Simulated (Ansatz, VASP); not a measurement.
# CsPbCl3 in two plane-wave programs, part 2 of 2

One calculation is typed for both programs; each brings its own data sets and cutoff. How far apart do they land?  The cell is taken from a series of runs on this material, whose earlier steps may have relaxed or scaled it; both programs get it as it stands.

VASP 6.6.1 and Ansatz 0.2.0.

So far. Step 2 (VASP: single point, PBEsol, spin-orbit coupling): VASP adds spin-orbit coupling inside the spheres on scalar-relativistic partial waves, which describe the 6p1/2 states imperfectly, so such gaps can be off by a tenth of an eV or more.

### Step 3. Ansatz: single point, PBEsol, spin-orbit coupling

Level of this step: Ansatz beside VASP: Kohn-Sham DFT, plane waves, PBEsol, spin-orbit coupling (Ansatz).

Ansatz runs on its fully relativistic PAW (standard-fr) files.

The same cell, functional, mesh and smearing now go to Ansatz, which takes its cutoff from its data sets.

Input file input.yaml:

```yaml
crystal:
  lattice:
    - [5.605, 0.0, 0.0]
    - [0.0, 5.605, 0.0]
    - [0.0, 0.0, 5.605]
  atoms:
    - { symbol: Cs, position: [0.0, 0.0, 0.0] }
    - { symbol: Pb, position: [0.5, 0.5, 0.5] }
    - { symbol: Cl, position: [0.5, 0.5, 0.0] }
    - { symbol: Cl, position: [0.0, 0.5, 0.5] }
    - { symbol: Cl, position: [0.5, 0.0, 0.5] }
hamiltonian:
  xc: pbesol
  pseudopotentials: { kind: paw_fr }
magnetization:
  noncollinear: true
  spin_orbit: true
kpoints:
  mp_grid: { grid: [6, 6, 6] }
scf:
  occupations: { method: gaussian, width: 0.02 }
  n_extra_bands: 10
output:
  forces: true
  stress: true
  eigenvalues: true
```

The run is started by

```sh
> ansatz run input.yaml --threads 2 --pin off --max-ram 4608MiB --backend cpu --events-out ev --progress --plain --runs-dir out
```

Numbers of over 12 decimals in the logs are rounded to 6 here.

Output:

```text
scf.n_extra_bands = 10 over 44 filled bands (N_el = 44.0): the run solves 54 bands
Engine: ansatz 0.2.0, aarch64-unknown-linux-gnu
Pseudopotentials: kind: paw_fr
Pseudopotential: Cs, paw_fr, valence charge 9, recommended cutoff 420 eV (normal), Cs.paw.azcp#standard-fr
Pseudopotential: Pb, paw_fr, valence charge 14, recommended cutoff 420 eV (normal), Pb.paw.azcp#standard-fr
Pseudopotential: Cl, paw_fr, valence charge 7, recommended cutoff 420 eV (normal), Cl.paw.azcp#standard-fr
Functional definition: PBEsol
  exchange = pbesol_x
  correlation = pbesol_c
non-collinear run that drives no moment, with spin-orbit: no starting moment large enough to seed its density (crystal.atoms[].spin), no starting occupations that ask for one, no magnetisation constraint and no magnetic field, so the semilocal B_xc is pinned to zero
Crystal: 5 atoms, lattice volume = 176.087 Å³
Basis set: ecut = 420 eV, 3407 PW (Γ), exchange–correlation on 80×80×80 points (8 copies of the dense FFT grid, shifted against one another)
Bands: 54, of which v1, the nominal top of the filled ones, is band 44 counted from 1 (43 counted from 0)
Symmetry: 48 space group operations + 48 with time reversal
Magnetic group: BNS 221.93 (UNI 1595), of the structure as read, at distance tolerance 5.6e-5 Å
k-points: 20 of 216
Projection manifold: j_resolved (fully-relativistic pseudo-atomic orbitals)
Non-local potential: Cs, projectors of the file, l = 0: 3, l = 1: 4, l = 2: 4, l = 3: 4
Non-local potential: Pb, projectors of the file, l = 0: 2, l = 1: 4, l = 2: 4, l = 3: 4
Non-local potential: Cl, projectors of the file, l = 0: 2, l = 1: 4, l = 2: 4
PAW form: soft (Blöchl's): semilocal exchange-correlation on the pseudo side does not see the compensation charge
PAW frozen core: Cs, regenerated for the run's functional, and the local potential with it (the file was generated under x = pbe(κ = 0.804, μ = 0.219515), c = pbe(β = 0.066725))
PAW frozen core: Pb, regenerated for the run's functional, and the local potential with it (the file was generated under x = pbe(κ = 0.804, μ = 0.219515), c = pbe(β = 0.066725))
PAW frozen core: Cl, regenerated for the run's functional, and the local potential with it (the file was generated under x = pbe(κ = 0.804, μ = 0.219515), c = pbe(β = 0.066725))
PAW one-centre angular grid: Cs, 194 points (default); XC on 64 Gauss nodes
PAW one-centre angular grid: Pb, 590 points (default); XC on 96 Gauss nodes
PAW one-centre angular grid: Cl, 110 points (default); XC on 64 Gauss nodes
Initial density: superposition of atomic densities (chi_scale 0.1, normalization cell, long waves kept (reshape's long-wave potential 0.01 eV rms))
Initial wavefunctions: pseudopotential atomic-orbital guess
Functional: x = pbesol(κ = 0.804, μ = 0.123457), c = pbesol(β = 0.046)
SCF iter   1: F=—  HF=-20573.516542 eV  |F-HF|=—  |Δ(HF+E_count)|=         —  Δρ=2.39e-2  dr2=2.39e0  dr2_m=0.00e0 (ungated)  ethr=3.10e-3  |M|=0.00e0 ∫|m|=0.00e0 μB  |m|>n=0.0e0 m-floor=0.0e0 τ_xc=0.0e0  β_m=0.30  ⟨swp⟩=11.3  Hψ=3201  notcnv=0
preconditioner: auto → Resta (q_TF=auto, 2.165 Å⁻¹)  ε∞=3.1  [insulator: Δε(μ)=0.377 eV  Ē_g=12.523 eV  σ=0.020 eV  W_gap=1.00  n_scr=26 (ndim 8)  ℏωp=18.1 eV  f_vac=0.014  D(μ)=0.00/eV (n_scr^D=0)  ε∞_Penn≈3.1]
spin=Noncollinear: Resta preconditioning applied to the charge; magnetization (m_x, m_y, m_z) channels mix plain (no charge-response kernel on spin).
SCF iter   2: F=—  HF=-20572.957955 eV  |F-HF|=—  |Δ(HF+E_count)|=   5.59e-1  Δρ=1.56e-2  dr2=1.24e0  dr2_m=0.00e0 (ungated)  ethr=3.10e-3  |M|=0.00e0 ∫|m|=0.00e0 μB  |m|>n=0.0e0 m-floor=0.0e0 τ_xc=0.0e0  β_m=0.64  ⟨swp⟩=2.5  Hψ=710  notcnv=0  defer=82
SCF iter   3: F=—  HF=-20572.358242 eV  |F-HF|=—  |Δ(HF+E_count)|=   6.00e-1  Δρ=3.62e-3  dr2=5.90e-2  dr2_m=0.00e0 (ungated)  ethr=2.83e-3  |M|=0.00e0 ∫|m|=0.00e0 μB  |m|>n=0.0e0 m-floor=0.0e0 τ_xc=0.0e0  β_m=0.73  ⟨swp⟩=3.9  Hψ=1264  notcnv=0  defer=84
SCF iter   4: F=—  HF=-20572.340385 eV  |F-HF|=—  |Δ(HF+E_count)|=   1.79e-2  Δρ=1.48e-3  dr2=5.59e-3  dr2_m=0.00e0 (ungated)  ethr=1.34e-4  |M|=0.00e0 ∫|m|=0.00e0 μB  |m|>n=0.0e0 m-floor=0.0e0 τ_xc=0.0e0  β_m=0.86  ⟨swp⟩=4.2  Hψ=1134  notcnv=0  defer=98
SCF iter   5: F=—  HF=-20572.341388 eV  |F-HF|=—  |Δ(HF+E_count)|=   1.00e-3  Δρ=2.28e-4  dr2=9.15e-5  dr2_m=0.00e0 (ungated)  ethr=1.27e-5  |M|=0.00e0 ∫|m|=0.00e0 μB  |m|>n=0.0e0 m-floor=0.0e0 τ_xc=0.0e0  β_m=0.93  ⟨swp⟩=3.0  Hψ=1073  notcnv=0  defer=98
SCF iter   6: F=—  HF=-20572.341479 eV  |F-HF|=—  |Δ(HF+E_count)|=   9.05e-5  Δρ=5.10e-5  dr2=5.66e-6  dr2_m=0.00e0 (ungated)  ethr=2.08e-7  |M|=0.00e0 ∫|m|=0.00e0 μB  |m|>n=0.0e0 m-floor=0.0e0 τ_xc=0.0e0  β_m=0.93  ⟨swp⟩=2.0  Hψ=907  notcnv=0  defer=98
SCF iter   7: F=—  HF=-20572.341484 eV  |F-HF|=—  |Δ(HF+E_count)|=   5.64e-6  Δρ=1.28e-5  dr2=2.27e-7  dr2_m=0.00e0 (ungated)  ethr=1.29e-8  |M|=0.00e0 ∫|m|=0.00e0 μB  |m|>n=0.0e0 m-floor=0.0e0 τ_xc=0.0e0  β_m=0.93  ⟨swp⟩=2.0  Hψ=931  notcnv=0  defer=98
SCF iter   8: F=-20572.341484 eV  HF=-20572.341484 eV  |F-HF|=8.79e-9  |Δ(HF+E_count)|=   2.16e-7  Δρ=1.95e-6  dr2=7.70e-9  dr2_m=0.00e0 (ungated)  ethr=2.27e-10  |M|=0.00e0 ∫|m|=0.00e0 μB  |m|>n=0.0e0 m-floor=0.0e0 τ_xc=0.0e0  ⟨swp⟩=16.1  Hψ=3240  notcnv=0
SCF 1 converged in 8 iterations: F = -20572.341484 eV  dr2 = 7.70e-9
  greatest PAW one-centre occupation: 0.981 electrons in one spin orbital (limit 2), on the Pb atom at site 1 (counted from 0), in its partial waves of l = 2
SCF converged after 8 iterations
Magnetization: |M| = 0.0000 μB,  M = (+0.0000, +0.0000, +0.0000) μB
Absolute magnetization: 0.0000 μB (∫|m|)
  site 0: m = (+0.0000, +0.0000, +0.0000) μB, |m| = 0.0000 μB  (R = 1.63 Å)
  site 1: m = (+0.0000, +0.0000, +0.0000) μB, |m| = 0.0000 μB  (R = 1.16 Å)
  site 2: m = (+0.0000, +0.0000, +0.0000) μB, |m| = 0.0000 μB  (R = 1.16 Å)
  site 3: m = (+0.0000, +0.0000, +0.0000) μB, |m| = 0.0000 μB  (R = 1.16 Å)
  site 4: m = (+0.0000, +0.0000, +0.0000) μB, |m| = 0.0000 μB  (R = 1.16 Å)
Free energy (F): -20572.341484 eV
Harris-Foulkes:  -20572.341484 eV  (|F-HF|=8.79e-9)
Internal energy: -20572.341484 eV  (E = F + TS)
E sigma→0 (E₀):  -20572.341484 eV
Fermi energy:    4.336514 eV
--- Per-component energies (eV) ---
  E_band       = -237.053912
  E_kinetic    = 912.122271
  E_local      = -2669.998629  (includes V_loc(G=0)·N_el)
  E_nonlocal   = 470.765149
  E_hartree    = 1008.866997
  E_xc         = -710.350222
  E_vxc        = -623.611343  (∫ρ·V_xc dr)
  E_paw        = -17204.003213  (= ΣΔE_a)
  E_vpaw       = -344.064414  (= ΣTr[D̂ρ^β])
  E_aug_tail   = 0.000325  (compensation charges beyond the density's cutoff)
  E_ewald      = -2380.199303
  E_core_change = 0.455142  (= ΣΔE_core)
  E_smearing   = -0.000000  (= −TS)
  E_closure    = -0.000000  (closes the sum)
  Σ components = -20572.341484   (vs F -20572.341484, Δ=0.00e0)
--- Forces (eV/Å), atoms counted from 1 ---
  atom   1  Cs    -0.00000000     0.00000000     0.00000000
  atom   2  Pb     0.00000000    -0.00000000    -0.00000000
  atom   3  Cl     0.00000000     0.00000000     0.00000000
  atom   4  Cl     0.00000000    -0.00000000     0.00000000
  atom   5  Cl    -0.00000000    -0.00000000    -0.00000000
  max |Σ_I F_I| component: 1.63e-28 eV/Å
--- Stress (GPa, compression-positive) ---
        0.062662       0.000000       0.000000
       -0.000000       0.062662       0.000000
        0.000000       0.000000       0.062662
  P = ⅓ Tr σ = 0.0627 GPa (0.627 kbar)
--- Band table (eV; the first three rows and the last of 20) ---
  k-point 0: bands = [... 40 lower, 1.5185, 1.5185, 1.5185, 1.5185, 7.2165, 7.2165, 8.2054, 8.2054, ... 6 higher]
  k-point 1: bands = [... 40 lower, 1.4883, 1.4883, 1.5157, 1.5157, 7.4748, 7.4748, 8.3285, 8.3285, ... 6 higher]
  k-point 2: bands = [... 40 lower, 1.4227, 1.4227, 1.8299, 1.8299, 7.2698, 7.2698, 8.1770, 8.1770, ... 6 higher]
  k-point 19: bands = [... 40 lower, 1.8146, 1.8146, 4.0449, 4.0449, 4.6281, 4.6281, 6.2573, 6.2573, ... 6 higher]
```

The column dr2 measures how far the density is from self-consistency, as an energy; F and HF (Harris–Foulkes) agree once it is small.

The run ends at a pressure of 0.06 GPa.

### Step 4. Comparison

Known differences besides the PAW data sets themselves: spin-orbit coupling enters by fully relativistic files in Ansatz and inside the spheres in VASP; the data sets hold 44 valence electrons in Ansatz (fully relativistic PAW (standard-fr) files) and 46 in VASP; the cutoff is 420 eV in Ansatz and 520 eV in VASP; Ansatz makes its cores anew for this functional, VASP keeps those of its PBE data sets. Total energies have different zeros and are not compared.

Compared:

```csv
quantity,Ansatz,VASP,difference
pressure (GPa),0.06,0.04,+0.02
gap on the k mesh (eV),0.583,0.693,-0.109
```

### Step 5. Further runs

The difference is large enough to ask for its cause, so further runs change the set-up of one program at a time, as the table lists.

```csv
run,difference in gap on the k mesh (eV)
as above,-0.11
"VASP with the data sets Cs_sv, Pb_d and Cl_h and a cutoff of 660 eV",-0.16
```

### Step 6. Results

* difference in gap on the k mesh (single point, PBEsol, spin-orbit coupling): -0.11 eV

**Reading.** The difference in gap on the k mesh is -0.11 eV (single point, PBEsol, spin-orbit coupling), beyond the 0.08 eV picked in this series as the mark of a large difference. For single point, PBEsol, spin-orbit coupling: no further run halves the difference in gap on the k mesh. How closely two codes agree says nothing of how well the functional describes the real material.

[Lines on the potential files, build, host, timing and source positions are cut from VASP's logs without a mark.]

[Logs are printed without paths, hosts, clocks, repeated set-up lines and the standing remarks that a program may print on its own settings, such as how far it seeks lower states.]

[Hosts, paths, dates, database ids (printed as entryN), source tags and the programs' standing remarks are cut or masked in the printed files.]
